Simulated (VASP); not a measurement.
Data:

```
NbN
1.0
    0.00000     2.21645     2.21645
    2.21645     0.00000     2.21645
    2.21645     2.21645     0.00000
Nb N
1 1
Direct
  0.00000   0.00000   0.00000
  0.50000   0.50000   0.50000
```

Level of theory: revPBE GGA, VASP's PBE PAW potentials (set 64) (plane waves; VASP). Settings: 520 eV cut-off, 16×16×16 Γ-centred mesh, tetrahedra with Blöchl corrections, potentials Nb_sv N.

Question: What does the run give for the energy per atom (σ→0), band gap (on the k-mesh) with the smallest direct gap where there is one?

Answer: 
| Quantity | Value |
|---|---|
| band gap (on the k-mesh) | none (metal, semimetal or under 0.01 eV) |
| energy per atom (σ→0) | -9.837 eV/atom |

Only differences to runs with the same potentials and settings are physical.

The compound is NbN in the rock salt structure, the cubic δ form, which competes with hexagonal ones. It was relaxed first. VASP warned that the highest band is occupied, so more bands are needed.
